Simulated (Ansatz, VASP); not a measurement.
# Ni3P2O8 (Ni3P2O8 (P2_1/c)) in two plane-wave programs, part 2 of 3

Wanted: the spread between two codes on one cell, functional and k mesh. Of the first pair: The structure shown is the start of the Ansatz relaxation below; VASP solves that cell, so the two are compared at the walk's first step.

VASP 6.6.1 and Ansatz 0.2.0.

So far: Starting point; Ansatz: relaxation, PBEsol.

In doubt: warnings of the run leave room for a lower electronic state (step 2), so energies may not be the lowest and differences between runs may mislead.

## (3) VASP: single point, PBEsol, start cell, pair 1

Level of this step: PBEsol, spin-polarised from a ferromagnetic start; plane waves and PAW (Ni, P, O) (VASP).

The same cell, functional, mesh and smearing now go to VASP, with its own data sets.

Lines of VASP's logs that name or quote its potential files are left out, and so is its time.

The input, INCAR:

```
SYSTEM = Ni3P2O8
PREC = Accurate
ENCUT = 520
EDIFF = 1E-06
NELM = 200
ISMEAR = -1
SIGMA = 0.01
LREAL = .FALSE.
ALGO = Normal
GGA = PS
NBANDS = 108
ISPIN = 2
MAGMOM = 1.59 1.59 1.59 1.59 1.55 1.55 0.01 0.01 0.01 0.01 0.16 0.16 0.16 0.16 0.11 0.11 0.11 0.11 0.11 0.11 0.09 0.09 0.09 0.11 0.11 0.09
LASPH = .TRUE.
LMAXMIX = 4
LORBIT = 11
LWAVE = .FALSE.
LCHARG = .FALSE.
ISIF = 2
GGA_COMPAT = .FALSE.
KPAR = 4
```

The input, POSCAR:

```
Ni3P2O8
1.0
    5.8074430000      0.0000000000      0.0000000000
    0.0000000000      4.6833200000      0.0000000000
   -0.2030020000      0.0000000000     10.0739270000
Ni P O
6 4 16
Direct
    0.7571239451      0.5131156957      0.2265009961
    0.2428762288      0.0131156957      0.2734990535
    0.7571239451      0.9868843043      0.7265009961
    0.2428762288      0.4868843043      0.7734990535
    0.5000000870      0.0000000000      0.0000000248
    0.5000000870      0.5000000000      0.5000000248
    0.2505532586      0.5772498996      0.0947762476
    0.7494469153      0.0772498996      0.4052238020
    0.7494469153      0.4227501004      0.9052238020
    0.2505532586      0.9227501004      0.5947762476
    0.4662570888      0.7342033002      0.1622273022
    0.5337430851      0.2342033002      0.3377727474
    0.5337430851      0.2657966998      0.8377727474
    0.4662570888      0.7657966998      0.6622273022
    0.0504358588      0.6998518145      0.1731356104
    0.9495643151      0.1998518145      0.3268644393
    0.9495643151      0.3001481855      0.8268644392
    0.0504358588      0.8001481855      0.6731356104
    0.2558424866      0.8082851481      0.4517992834
    0.7441576873      0.3082851481      0.0482007662
    0.2674333552      0.2468840481      0.6012476068
    0.7325668187      0.7468840481      0.8987524428
    0.7325668187      0.7531159519      0.3987524428
    0.7441576873      0.1917148519      0.5482007662
    0.2558424866      0.6917148519      0.9517992834
    0.2674333552      0.2531159519      0.1012476068
```

The input, KPOINTS:

```
Automatic mesh
0
Gamma
5 6 3
0 0 0
```

Potentials, in the order of the species: Ni, P and O (PBE family, release 64).

Started as:

```sh
$ mpirun -np 4 vasp_std
```

Numbers of over 12 decimals in the logs are rounded to 6 here.

The program printed:

```text
[banner, memory and clock lines left out]
running    4 mpi-ranks, on    1 nodes
 distrk:  each k-point on    1 cores,    4 groups
 distr:  one band on    1 cores,    1 groups

 POSCAR found type information on POSCAR NiP O
 POSCAR found :  3 types and      26 ions
|                                                                             |
|               ----> ADVICE to this user running VASP <----                  |
|                                                                             |
|     You have a (more or less) 'large supercell' and for larger cells it     |
|     might be more efficient to use real-space projection operators.         |
|     Therefore, try LREAL= Auto in the INCAR file.                           |
|     Mind: For very accurate calculation, you might also keep the            |
|     reciprocal projection scheme (i.e. LREAL=.FALSE.).                      |
|                                                                             |

|                                                                             |
|               ----> ADVICE to this user running VASP <----                  |
|                                                                             |
|     You enforced a specific xc type in the INCAR file but a different       |
|     [... a line on the potential file left out ...]
|     I HOPE YOU KNOW WHAT YOU ARE DOING!                                     |
|                                                                             |

 LDA part: xc-table for (Slater+PW92), standard interpolation
 POSCAR, INCAR and KPOINTS ok, starting setup
 FFT: planning ... GRIDC
 FFT: planning ... GRID_SOFT
 FFT: planning ... GRID
 WAVECAR not read
 entering main loop
       N       E                     dE             d eps       ncg     rms          rms(c)
DAV:   1     0.234133233523E+04    0.23413E+04   -0.80343E+04 13832   0.185E+03
DAV:   2     0.216255506821E+03   -0.21251E+04   -0.19575E+04 14680   0.520E+02
DAV:   3    -0.178842189110E+03   -0.39510E+03   -0.37546E+03 15000   0.236E+02
DAV:   4    -0.207754022352E+03   -0.28912E+02   -0.28227E+02 16384   0.657E+01
DAV:   5    -0.209037012607E+03   -0.12830E+01   -0.12760E+01 19440   0.131E+01    0.558E+01
DAV:   6    -0.183940172236E+03    0.25097E+02   -0.18977E+02 19152   0.836E+01    0.475E+01
DAV:   7    -0.182837069724E+03    0.11031E+01   -0.27468E+01 18568   0.653E+01    0.224E+01
DAV:   8    -0.183211776932E+03   -0.37471E+00   -0.64026E+00 20672   0.130E+01    0.124E+01
DAV:   9    -0.182971571525E+03    0.24021E+00   -0.63070E-01 20648   0.117E+01    0.403E+00
DAV:  10    -0.183013908562E+03   -0.42337E-01   -0.25999E-01 20344   0.416E+00    0.204E+00
DAV:  11    -0.183005396430E+03    0.85121E-02   -0.69041E-02 17408   0.348E+00    0.664E-01
DAV:  12    -0.183007850207E+03   -0.24538E-02   -0.28864E-02 20208   0.119E+00    0.445E-01
DAV:  13    -0.183007641108E+03    0.20910E-03   -0.46269E-03 18608   0.748E-01    0.206E-01
DAV:  14    -0.183007759330E+03   -0.11822E-03   -0.10792E-03 20336   0.310E-01    0.924E-02
DAV:  15    -0.183007788186E+03   -0.28855E-04   -0.20641E-04 19104   0.161E-01    0.311E-02
DAV:  16    -0.183007809753E+03   -0.21567E-04   -0.75489E-05 16992   0.455E-02    0.141E-02
DAV:  17    -0.183007810720E+03   -0.96738E-06   -0.42135E-06 14528   0.133E-02
   1 F= -.18300781E+03 E0= -.18300781E+03  d E =-.332531E-12  mag=    12.0000
```

Parts of OUTCAR (step 3):

```text
ion  position               nearest neighbor table
   1  0.757  0.513  0.227-  15 2.00  20 2.04  11 2.07  23 2.08  16 2.09  12 2.17   8 2.72
   2  0.243  0.013  0.273-  16 2.00  19 2.04  12 2.07  26 2.08  15 2.09  11 2.17   7 2.72
   3  0.757  0.987  0.727-  18 2.00  24 2.04  14 2.07  22 2.08  17 2.09  13 2.17   9 2.72
   4  0.243  0.487  0.773-  17 2.00  25 2.04  13 2.07  21 2.08  18 2.09  14 2.17  10 2.72
   5  0.500  0.000  0.000-  13 2.07  11 2.07  20 2.07  25 2.07  22 2.08  26 2.08   9 2.64   7 2.64

  LATTYP: Found a simple monoclinic cell.
 ALAT       =     5.8074430000
 B/A-ratio  =     0.8064340881
 C/A-ratio  =     1.7350100831
 COS(beta)  =    -0.0201471378

 Subroutine GETGRP returns: Found  4 space group operations
 (whereof  2 operations were pure point group operations)

The static configuration has the point symmetry S_2 .
 The point group associated with its full space group is C_2h.

 Found     32 irreducible k-points:

   k-points           NKPTS =     32   k-points in BZ     NKDIM =     32   number of bands    NBANDS=    108

   dimension x,y,z NGX =    48 NGY =   36 NGZ =   80
   dimension x,y,z NGXF=    96 NGYF=   72 NGZF=  160

   ENCUT  =  520.0 eV  38.22 Ry    6.18 a.u.  10.80  8.71 18.73*2*pi/ulx,y,z

   NELECT =     176.0000    total number of electrons

 k-points in reciprocal lattice and weights: Automatic mesh
   0.00000000  0.00000000  0.00000000       0.011
   0.20000000  0.00000000  0.00000000       0.022
   0.40000000  0.00000000  0.00000000       0.022
   0.00000000  0.16666667  0.00000000       0.022
   0.20000000  0.16666667  0.00000000       0.044
   0.40000000  0.16666667  0.00000000       0.044
   0.00000000  0.33333333  0.00000000       0.022
   0.20000000  0.33333333  0.00000000       0.044
   0.40000000  0.33333333  0.00000000       0.044
[...]
-0.40000000  0.50000000  0.33333333       0.022
  -0.20000000  0.50000000  0.33333333       0.022

 average (electrostatic) potential at core
       1 -86.4533       2 -86.4533       3 -86.4533       4 -86.4533       5 -86.3754
       6 -86.3754       7 -85.4774       8 -85.4774       9 -85.4774      10 -85.4774
      11 -71.1140      12 -71.1140      13 -71.1140      14 -71.1140      15 -70.6770
      16 -70.6770      17 -70.6770      18 -70.6770      19 -70.6766      20 -70.6766
      21 -70.7926      22 -70.7926      23 -70.7926      24 -70.6766      25 -70.6766
      26 -70.7926

 E-fermi :   4.9062

 spin component 1
 k-point     1 :       0.0000    0.0000    0.0000
  band No.  band energies     occupation
    ...
     90       4.0782      1.00000
     91       4.3319      1.00000
     92       4.4801      1.00000
     93       4.5746      1.00000
     94       4.6741      1.00000
     95       8.0904      0.00000
     96      10.0472      0.00000
     97      10.4732      0.00000
     98      11.2437      0.00000
     99      11.5404      0.00000
    ...

 k-point     2 :       0.2000    0.0000    0.0000
  band No.  band energies     occupation
    ...
     90       4.0222      1.00000
     91       4.2475      1.00000
     92       4.4128      1.00000
     93       4.4919      1.00000
     94       4.6333      1.00000
     95       8.4603      0.00000
     96      10.2276      0.00000
     97      10.6618      0.00000
     98      11.3293      0.00000
     99      11.4934      0.00000
    ...

 k-point     3 :       0.4000    0.0000    0.0000
  band No.  band energies     occupation
    ...
     90       3.9545      1.00000
     91       4.1101      1.00000
     92       4.2150      1.00000
     93       4.3030      1.00000
     94       4.6581      1.00000
     95       9.3267      0.00000
     96      10.4893      0.00000
     97      10.6641      0.00000
     98      10.9961      0.00000
     99      11.5597      0.00000
    ...

 k-point     4 :       0.0000    0.1667    0.0000
  band No.  band energies     occupation
    ...
     90       4.0425      1.00000
     91       4.3949      1.00000
     92       4.4306      1.00000
     93       4.5037      1.00000
     94       4.6033      1.00000
     95       8.4968      0.00000
     96      10.2637      0.00000
     97      10.5726      0.00000
     98      11.0286      0.00000
     99      11.4591      0.00000
    ...

 k-point     5 :       0.2000    0.1667    0.0000
  band No.  band energies     occupation
    ...
     90       4.0409      1.00000
     91       4.2571      1.00000
     92       4.3547      1.00000
     93       4.5221      1.00000
     94       4.5644      1.00000
     95       8.8344      0.00000
     96      10.4345      0.00000
     97      10.7671      0.00000
     98      11.2565      0.00000
     99      11.4668      0.00000
    ...

 k-point     6 :       0.4000    0.1667    0.0000
  band No.  band energies     occupation
    ...
     90       4.0320      1.00000
     91       4.1280      1.00000
     92       4.2085      1.00000
     93       4.4369      1.00000
     94       4.5685      1.00000
     95       9.6214      0.00000
     96      10.6565      0.00000
     97      10.8540      0.00000
     98      11.1156      0.00000
     99      11.5198      0.00000
    ...

  Total        1.0297598      1.6869209      1.6665037      0.0000000      0.0000000     -0.0212143
  in kB        6.0215589      9.8643327      9.7449423      0.0000000      0.0000000     -0.1240515
  external PRESSURE =       8.5436113 kB  Pullay stress =       0.0000000 kB

  energy-cutoff  :      520.00
  volume of cell :      273.99
      direct lattice vectors                 reciprocal lattice vectors
     5.807443000  0.000000000  0.000000000     0.172192822  0.000000000  0.003469897
     0.000000000  4.683320000  0.000000000     0.000000000  0.213523740  0.000000000
    -0.203002000  0.000000000 10.073927000     0.000000000  0.000000000  0.099266155

 POSITION                                       TOTAL-FORCE (eV/Angst)
 -----------------------------------------------------------------------------------
      4.35097      2.40308      2.28175        -0.084980     -0.014970      0.018397
      1.35497      0.06142      2.75521         0.084980     -0.014970     -0.018397
      4.24947      4.62190      7.31872        -0.084980      0.014970      0.018397
      1.25347      2.28024      7.79217         0.084980      0.014970     -0.018397
      2.90372      0.00000      0.00000        -0.000000      0.000000     -0.000000
      2.80222      2.34166      5.03696        -0.000000      0.000000     -0.000000
      1.43583      2.70345      0.95477         0.128148     -0.026099      0.004733
      4.27011      0.36179      4.08220        -0.128148     -0.026099     -0.004733
      4.16861      1.97987      9.11916        -0.128148      0.026099     -0.004733
      1.33433      4.32153      5.99173         0.128148      0.026099      0.004733
      2.67483      3.43851      1.63427         0.472062      0.311311      0.241977
      3.03111      1.09685      3.40270        -0.472062      0.311311     -0.241977
      2.92961      1.24481      8.43966        -0.472062     -0.311311     -0.241977
      2.57333      3.58647      6.67123         0.472062     -0.311311      0.241977
      0.25776      3.27763      1.74416        -0.570976      0.227421      0.407674
      5.44819      0.93597      3.29281         0.570976      0.227421     -0.407674
      5.34669      1.40569      8.32977         0.570976     -0.227421     -0.407674
      0.15626      3.74735      6.78112        -0.570976     -0.227421      0.407674
      1.39407      3.78546      4.55139         0.058820     -0.179451     -0.662951
      4.31187      1.44380      0.48557        -0.058820     -0.179451      0.662951
      1.43105      1.15624      6.05692         0.062256      0.753563      0.061489
      4.07189      3.49790      9.05397        -0.062256      0.753563     -0.061489
      4.17339      3.52708      4.01700        -0.062256     -0.753563     -0.061489
      4.21037      0.89786      5.52253        -0.058820      0.179451      0.662951
      1.29257      3.23952      9.58836         0.058820      0.179451     -0.662951
      1.53255      1.18542      1.01996         0.062256     -0.753563      0.061489
 -----------------------------------------------------------------------------------
    total drift:                               -0.005016     -0.000177     -0.002608

  FREE ENERGIE OF THE ION-ELECTRON SYSTEM (eV)
  ---------------------------------------------------
  free  energy   TOTEN  =      -183.0078107200 eV

  energy  without entropy=     -183.0078107200  energy(sigma->0) =     -183.00781072

 total charge
# of ion       s       p       d       tot
------------------------------------------
    1        0.313   0.401   8.180   8.893
    2        0.313   0.401   8.180   8.893
    3        0.313   0.401   8.180   8.893
    4        0.313   0.401   8.180   8.893
    5        0.322   0.408   8.224   8.954
    6        0.322   0.408   8.224   8.954
    7        0.923   1.531   0.000   2.454
    8        0.923   1.531   0.000   2.454
    9        0.923   1.531   0.000   2.454
   10        0.923   1.531   0.000   2.454
   11        1.560   3.535   0.000   5.095
   12        1.560   3.535   0.000   5.095
   13        1.560   3.535   0.000   5.095
   14        1.560   3.535   0.000   5.095
   15        1.560   3.572   0.000   5.132
   16        1.560   3.572   0.000   5.132
   17        1.560   3.572   0.000   5.132
   18        1.560   3.572   0.000   5.132
   19        1.561   3.563   0.000   5.124
   20        1.561   3.563   0.000   5.124
   21        1.559   3.572   0.000   5.131
   22        1.559   3.572   0.000   5.131
   23        1.559   3.572   0.000   5.131
   24        1.561   3.563   0.000   5.124
   25        1.561   3.563   0.000   5.124
   26        1.559   3.572   0.000   5.131
--------------------------------------------------
tot         30.549  65.512  49.165 145.227

 magnetization (x)
# of ion       s       p       d       tot
------------------------------------------
    1        0.002   0.004   1.610   1.616
    2        0.002   0.004   1.610   1.616
    3        0.002   0.004   1.610   1.616
    4        0.002   0.004   1.610   1.616
    5       -0.000   0.000   1.562   1.562
    6       -0.000   0.000   1.562   1.562
    7        0.002   0.010   0.000   0.012
    8        0.002   0.010   0.000   0.012
    9        0.002   0.010   0.000   0.012
   10        0.002   0.010   0.000   0.012
   11        0.015   0.152   0.000   0.167
   12        0.015   0.152   0.000   0.167
   13        0.015   0.152   0.000   0.167
   14        0.015   0.152   0.000   0.167
   15        0.013   0.106   0.000   0.119
   16        0.013   0.106   0.000   0.119
   17        0.013   0.106   0.000   0.119
   18        0.013   0.106   0.000   0.119
   19        0.012   0.105   0.000   0.118
   20        0.012   0.105   0.000   0.118
   21        0.012   0.090   0.000   0.102
   22        0.012   0.090   0.000   0.102
   23        0.012   0.090   0.000   0.102
   24        0.012   0.105   0.000   0.118
   25        0.012   0.105   0.000   0.118
   26        0.012   0.090   0.000   0.102
--------------------------------------------------
tot          0.226   1.875   9.563  11.663

[... 6 further parts left out ...]
```

The magnetic state follows from one typed start and may not be the lowest.

## (4) Differences

Known differences besides the potentials themselves: VASP starts from the moments at which Ansatz ended; the data sets hold 224 valence electrons in Ansatz (on its default PAW (the set named soft_2) files) and 176 in VASP; the cutoff is 420 eV in Ansatz and 520 eV in VASP; Ansatz makes its cores anew for this functional, VASP keeps those of its PBE data sets. Total energies have different zeros and are not compared.

Forces on 10 of the 26 atoms, those with the largest forces and the largest differences (eV/Å; atoms numbered as in POSCAR):

| atom | Ansatz x, y, z | VASP x, y, z |
| --- | --- | --- |
| P7 | 0.152, -0.009, -0.001 | 0.128, -0.026, 0.005 |
| P8 | -0.152, -0.009, 0.001 | -0.128, -0.026, -0.005 |
| P10 | 0.152, 0.009, -0.001 | 0.128, 0.026, 0.005 |
| O15 | -0.557, 0.234, 0.403 | -0.571, 0.227, 0.408 |
| O16 | 0.557, 0.234, -0.403 | 0.571, 0.227, -0.408 |
| O17 | 0.557, -0.234, -0.403 | 0.571, -0.227, -0.408 |
| O21 | 0.051, 0.751, 0.061 | 0.062, 0.754, 0.061 |
| O22 | -0.051, 0.751, -0.061 | -0.062, 0.754, -0.061 |
| O23 | -0.051, -0.751, -0.061 | -0.062, -0.754, -0.061 |
| O26 | 0.051, -0.751, 0.061 | 0.062, -0.754, 0.061 |

The forces differ by 12 meV/Å r.m.s., which is 3.7 % of the r.m.s. force of 0.320 eV/Å (both taken over all components). Moments aren't recorded for both runs of this pair, so they may hold unlike magnetic states.

(Part 2 of 3 ends here.)

[Lines on the potential files, build, host, timing and source positions are cut from VASP's logs without a mark.]

[Logs are printed without paths, hosts, clocks, repeated set-up lines and the standing remarks that a program may print on its own settings, such as how far it seeks lower states.]

[Hosts, paths, dates, database ids (printed as entryN), source tags and the programs' standing remarks are cut or masked in the printed files.]
